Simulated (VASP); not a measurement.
# FeCoSe2 (P-3m1) in VASP: reference runs

How does FeCoSe2 come out in PBE? The cell is run as given.

Program: VASP 6.6.1. These are calculated values, not measurements. Logs are shortened: lines on timing, memory, paths and dates and some standing lists are left out, and cuts for length are marked.

## (1) The structure

Symmetry: P-3m1, No. 164, trigonal system. Conventional cell: a = 3.581 Å, b = 3.581 Å, c = 5.237 Å, α = 90.00°, β = 90.00°, γ = 120.00°. Se (site symmetry 3m) has 3 Fe at 2.44 Å and 3 Co at 2.45 Å as nearest neighbours. Around Co (site symmetry -3m) lie 6 Se at 2.45 Å and 2 Fe at 2.62 Å. Fe (site symmetry -3m) is surrounded by 6 Se at 2.44 Å and 2 Co at 2.62 Å.

The cell comes from a database or a generator and needn't be the stable form of this composition.

## (2) Single point, PBE, collinear spin, ferromagnetic start

INCAR

```
  PREC = Accurate
  ENCUT = 520
  EDIFF = 1E-7
  ISMEAR = -1
  SIGMA = 0.05
  LREAL = F
  LASPH = T
  NELM = 120
  ALGO = Normal
  ISIF = 2
  LWAVE = F
  LCHARG = F
  ISPIN = 2
  MAGMOM = 0 0 2 3
  LORBIT = 11
  LMAXMIX = 4
  GGA = PE
  NBANDS = 26
```

KPOINTS

```
regular mesh
0
Gamma
  9 9 5
```

POSCAR

```
FeCoSe2
1.0
    3.5806810021      0.0000000000      0.0000000000
   -1.7903405011      3.1009607107      0.0000000000
    0.0000000000      0.0000000000      5.2374140000
Se Co Fe
2 1 1
Direct
    0.6666666667      0.3333333333      0.7521010000
    0.3333333333      0.6666666667      0.2478990000
    0.0000000000      0.0000000000      0.5000000000
    0.0000000000      0.0000000000      0.0000000000
```

Potentials or basis: VASP PAW PBE potentials, release 64 (Se, Co, Fe).

Command:

```
$ cat potpaw_PBE.64/Se/POTCAR potpaw_PBE.64/Co/POTCAR potpaw_PBE.64/Fe/POTCAR > POTCAR
$ mpirun -np 1 vasp_std > vasp.out
```

OUTCAR:

```text
PREC = Accurate
   ENCUT = 520
   EDIFF = 1E-7
   ISMEAR = -1
   LREAL = F
   LASPH = T
   NELM = 120
   ISIF = 2
   ISPIN = 2
   LORBIT = 11
   GGA = PE

 ion  position               nearest neighbor table
   1  0.667  0.333  0.752-   4 2.44   4 2.44   4 2.44   3 2.45   3 2.45   3 2.45
   2  0.333  0.667  0.248-   4 2.44   4 2.44   4 2.44   3 2.45   3 2.45   3 2.45
   3  0.000  0.000  0.500-   1 2.45   2 2.45   1 2.45   2 2.45   1 2.45   2 2.45   4 2.62   4 2.62

   4  0.000  0.000  0.000-   1 2.44   2 2.44   1 2.44   2 2.44   1 2.44   2 2.44   3 2.62   3 2.62

  LATTYP: Found a hexagonal cell.
 ALAT       =     3.5806810021
 C/A-ratio  =     1.4626865663

  Lattice vectors:

 A1 = (   3.5806810021,   0.0000000000,   0.0000000000)
 A2 = (  -1.7903405011,   3.1009607107,   0.0000000000)
 A3 = (   0.0000000000,   0.0000000000,   5.2374140000)

Analysis of symmetry for initial positions (statically):
=====================================================================
 Subroutine PRICEL returns:
 Original cell was already a primitive cell.

 Routine SETGRP: Setting up the symmetry group for a
 hexagonal supercell.

 Subroutine GETGRP returns: Found 12 space group operations
 (whereof 12 operations were pure point group operations)
 out of a pool of 24 trial point group operations.

The static configuration has the point symmetry D_3d.

Analysis of symmetry for dynamics (positions and initial velocities):
=====================================================================
 Subroutine PRICEL returns:
 Original cell was already a primitive cell.

 Routine SETGRP: Setting up the symmetry group for a
 hexagonal supercell.

 Subroutine GETGRP returns: Found 12 space group operations
 (whereof 12 operations were pure point group operations)
 out of a pool of 24 trial point group operations.

The dynamic configuration has the point symmetry D_3d.

Analysis of structural, dynamic, and magnetic symmetry:
=====================================================================
 Subroutine PRICEL returns:
 Original cell was already a primitive cell.

 Routine SETGRP: Setting up the symmetry group for a
 hexagonal supercell.

 Subroutine GETGRP returns: Found 12 space group operations
 (whereof 12 operations were pure point group operations)
 out of a pool of 24 trial point group operations.

The overall configuration has the point symmetry D_3d.

 Subroutine INISYM returns: Found 12 space group operations
 (whereof 12 operations are pure point group operations),
 and found     1 'primitive' translations

----------------------------------------------------------------------------------------

                                     Primitive cell

  volume of cell :      58.1539

  direct lattice vectors                    reciprocal lattice vectors
     3.580681002  0.000000000  0.000000000     0.279276484  0.161240353  0.000000000
    -1.790340501  3.100960711  0.000000000     0.000000000  0.322480706  0.000000000
     0.000000000  0.000000000  5.237414000     0.000000000  0.000000000  0.190933923

  length of vectors
     3.580681002  3.580681002  5.237414000     0.322480706  0.322480706  0.190933923

  position of ions in fractional coordinates (direct lattice)
     0.666666667  0.333333333  0.752101000
     0.333333333  0.666666667  0.247899000
     0.000000000  0.000000000  0.500000000
     0.000000000  0.000000000  0.000000000

  ion indices of the primitive-cell ions
   primitive index   ion index
                 1           1
                 2           2
                 3           3
                 4           4

----------------------------------------------------------------------------------------

 KPOINTS: regular mesh

Automatic generation of k-mesh.
 Grid dimensions read from file:
 generate k-points for:    9    9    5

 Generating k-lattice:

  Cartesian coordinates                     Fractional coordinates (reciprocal lattice)
     0.031030720  0.017915595  0.000000000     0.111111111 -0.000000000  0.000000000
     0.000000000  0.035831190  0.000000000     0.000000000  0.111111111  0.000000000
     0.000000000  0.000000000  0.038186785     0.000000000  0.000000000  0.200000000

  Length of vectors
     0.035831190  0.035831190  0.038186785

  Shift w.r.t. Gamma in fractional coordinates (k-lattice)
     0.000000000  0.000000000  0.000000000

 Subroutine IBZKPT returns following result:
 ===========================================

 Found     50 irreducible k-points:

 Following reciprocal coordinates:
            Coordinates               Weight
  0.000000  0.000000  0.000000      1.000000
  0.111111 -0.000000  0.000000      6.000000
  0.222222 -0.000000  0.000000      6.000000
  0.333333 -0.000000  0.000000      6.000000
  0.444444 -0.000000  0.000000      6.000000
  0.111111  0.111111  0.000000      6.000000
[... 16 lines left out ...]
  0.222222  0.111111  0.200000     12.000000
 -0.111111  0.333333  0.200000     12.000000
 [... further k-points ...]
   k-points           NKPTS =     50   k-points in BZ     NKDIM =     50   number of bands    NBANDS=     26
   number of dos      NEDOS =    301   number of ions     NIONS =      4
   total plane-waves  NPLWV =  31360
   dimension x,y,z NGX =    28 NGY =   28 NGZ =   40
   dimension x,y,z NGXF=    56 NGYF=   56 NGZF=   80
   ions per type =               2   1   1
   NGX,Y,Z   is equivalent  to a cutoff of  13.00, 13.00, 12.70 a.u.
   NGXF,Y,Z  is equivalent  to a cutoff of  26.00, 26.00, 25.39 a.u.
 SYSTEM =  unknown system
   PREC   = accura    normal or accurate (medium, high low for compatibility)
   ISTART =      0    job   : 0-new  1-cont  2-samecut
   ICHARG =      2    charge: 1-file 2-atom 10-const
   ISPIN  =      2    spin polarized calculation?
   LNONCOLLINEAR =      F non collinear calculations
   LSORBIT =      F    spin-orbit coupling
   LASPH  =      T    aspherical Exc in radial PAW
   ENCUT  =  520.0 eV  38.22 Ry    6.18 a.u.   6.66  6.66  9.74*2*pi/ulx,y,z
   NELM   =    120;   NELMIN=  2; NELMDL= -5     # of ELM steps
   EDIFF  = 0.1E-06   stopping-criterion for ELM
   LREAL  =      F    real-space projection
   EDIFFG = 0.1E-05   stopping-criterion for IOM
   NSW    =      0    number of steps for IOM
   IBRION =     -1    ionic relax: 0-MD 1-quasi-New 2-CG
   NFREE  =      0    steps in history (QN), initial steepest desc. (CG)
   ISIF   =      2    stress and relaxation
   ISYM   =      2    0-nonsym 1-usesym 2-fastsym
   POTIM  = 0.5000    time-step for ionic-motion
   TEBEG  =    0.0;   TEEND  =   0.0 temperature during run
   PSTRESS=    0.0 pullay stress
   NELECT =      29.0000    total number of electrons
   NUPDOWN=      -1.0000    fix difference up-down
   EMIN   =  10.00;   EMAX   =-10.00  energy-range for DOS
   EFERMI =   0.00;   METHOD = LEGACY
   ISMEAR =    -1;   SIGMA  =   0.05  broadening in eV -4-tet -1-fermi 0-gaus
   EFERMI_NEDOS =   21; number of points for ismear=-14 and -15
   IALGO  =     38    algorithm
   IMIX   =      4    mixing-type and parameters
     AMIX     =   0.40;   BMIX     =  1.00
     AMIX_MAG =   1.60;   BMIX_MAG =  1.00
  volume/ion in A,a.u.               =      14.54        98.11
  Fermi-wavevector in a.u.,A,eV,Ry     =   1.298219  2.453278 22.930879  1.685372
  Thomas-Fermi vector in A             =   2.429561
   LORBIT       =     11    0 simple, 1 ext, 2 COOP (PROOUT), +10 PAW based schemes
   GGA     = PE    functional components
   LHFCALC =     F    Hartree Fock is set to
   AEXX    =    0.0000 exact exchange contribution
   IVDW    =     0    specifies the selected vdW correction
   LEPSILON=     F    determine dielectric tensor
   LRPA    =     F    only Hartree local field effects (RPA)
 spin polarized calculation
  energy-cutoff  :      520.00
  volume of cell :       58.15
 maximum number of plane-waves:      1585
 NGX is ok and might be reduce to    28
   NGX = 13   NGY = 13   NGZ = 19

 number of electron      28.9999998 magnetization       1.7866134

 Free energy of the ion-electron system (eV)
  ---------------------------------------------------
  ext. energy  EPLUGINS =         0.00000000
  ---------------------------------------------------
  free energy    TOTEN  =       -22.61605229 eV

  energy without entropy =      -22.56934429  energy(sigma->0) =      -22.59269829

 E-fermi :   7.8240     XC(G=0): -11.8101

 val. band max:        7.8204649925   @ k =   0.2222  -0.0000   0.0000
 cond. band min:       7.8243569913   @ k =  -0.1111   0.4444   0.2000
 fundamental gap:      0.0038919988
 Fermi energy:         7.8240342080

 spin component 1

 k-point     1 :       0.0000    0.0000    0.0000
  band No.  band energies     occupation
      1      -8.4336      1.00000
      2      -5.8890      1.00000
      3       0.0045      1.00000
      4       2.8060      1.00000
      5       2.8060      1.00000
      6       4.5712      1.00000
[... 18 lines left out ...]
     25      18.6826      0.00000
     26      18.9799      0.00000
[... 644 lines left out ...]
      4       1.9049      1.00000
      5       2.7358      1.00000
      6       2.9289      1.00000
[... 18 lines left out ...]
     25      17.9775      0.00000
     26      18.7417      0.00000

 [... further k-points ...]

 spin component 2

 k-point     1 :       0.0000    0.0000    0.0000
  band No.  band energies     occupation
      1      -8.4204      1.00000
      2      -5.8941      1.00000
      3       0.1096      1.00000
      4       3.1336      1.00000
      5       3.1336      1.00000
      6       5.3139      1.00000
[... 18 lines left out ...]
     25      18.9325      0.00000
     26      19.0514      0.00000
[... 644 lines left out ...]
      4       2.0539      1.00000
      5       2.8730      1.00000
      6       3.1824      1.00000
[... 18 lines left out ...]
     25      18.0941      0.00000
     26      18.9144      0.00000

 [... further k-points ...]
[... 5 lines left out ...]
  --------------------------------------------------------------------------------------
  -------------------------------------------------------------------------------------
  Total        1.2433334      1.2433334      1.6372001     -0.0000000     -0.0000000      0.0000000
  in kB       34.2546373     34.2546373     45.1059192     -0.0000000     -0.0000000      0.0000000
  external PRESSURE =      37.8717313 kB  Pullay stress =       0.0000000 kB

 VOLUME and BASIS-vectors are now :
 -----------------------------------------------------------------------------
  energy-cutoff  :      520.00
  volume of cell :       58.15
      direct lattice vectors                 reciprocal lattice vectors
     3.580681002  0.000000000  0.000000000     0.279276484  0.161240353  0.000000000
    -1.790340501  3.100960711  0.000000000     0.000000000  0.322480706  0.000000000
     0.000000000  0.000000000  5.237414000     0.000000000  0.000000000  0.190933923

 POSITION                                       TOTAL-FORCE (eV/Angst)
 -----------------------------------------------------------------------------------
      1.79034      1.03365      3.93906         0.000000     -0.000000     -0.464119
     -0.00000      2.06731      1.29835         0.000000      0.000000      0.464119
      0.00000      0.00000      2.61871        -0.000000      0.000000      0.000000
      0.00000      0.00000      0.00000        -0.000000      0.000000      0.000000
 -----------------------------------------------------------------------------------
    total drift:                               -0.000000      0.000000     -0.000000

  FREE ENERGIE OF THE ION-ELECTRON SYSTEM (eV)
  ---------------------------------------------------
  free  energy   TOTEN  =       -22.6160522894 eV

  energy  without entropy=      -22.5693442922  energy(sigma->0) =      -22.59269829

 total charge

# of ion       s       p       d       tot
------------------------------------------
    1        1.448   2.325   0.106   3.879
    2        1.448   2.325   0.106   3.879
    3        0.373   0.432   7.492   8.297
    4        0.375   0.461   6.451   7.287
--------------------------------------------------
tot          3.643   5.542  14.156  23.342

 magnetization (x)

# of ion       s       p       d       tot
------------------------------------------
    1        0.012  -0.016  -0.001  -0.006
    2        0.012  -0.016  -0.001  -0.006
    3        0.003   0.002   0.140   0.145
    4        0.017   0.022   1.599   1.637
--------------------------------------------------
tot          0.044  -0.009   1.736   1.770
```

It took 16 min on 1 thread of Intel Xeon Platinum 8259CL at 2.50GHz (Skylake/Cascade Lake), shared host; peak memory 0.29 GiB.

Results:

- Free energy: -22.6161 eV
- Pressure: 3.8 GPa
- Largest force: 0.464 eV/Å
- Band gap on the k mesh: none (metal or under the smearing width)
- Net moment: 1.79 μB per cell
- Site moments: Se -0.01; Co +0.14; Fe +1.64 μB
- Valence electrons inside the program's atomic spheres: Se 3.88; Co 8.30; Fe 7.29

Forces in eV/Å, atoms in the order of the input:
```
Se   0.000  0.000 -0.464
Se   0.000  0.000  0.464
Co   0.000  0.000  0.000
Fe   0.000  0.000  0.000
```

Stress tensor (GPa, compression positive):
```
3.43 0.00 0.00
0.00 3.43 0.00
0.00 0.00 4.51
```

Caveat: only a ferromagnetic start was run, and an antiferromagnetic order may lie lower in energy. With open d or f shells a metallic result of PBE can be an artefact of self-interaction; +U or a hybrid may open a gap.
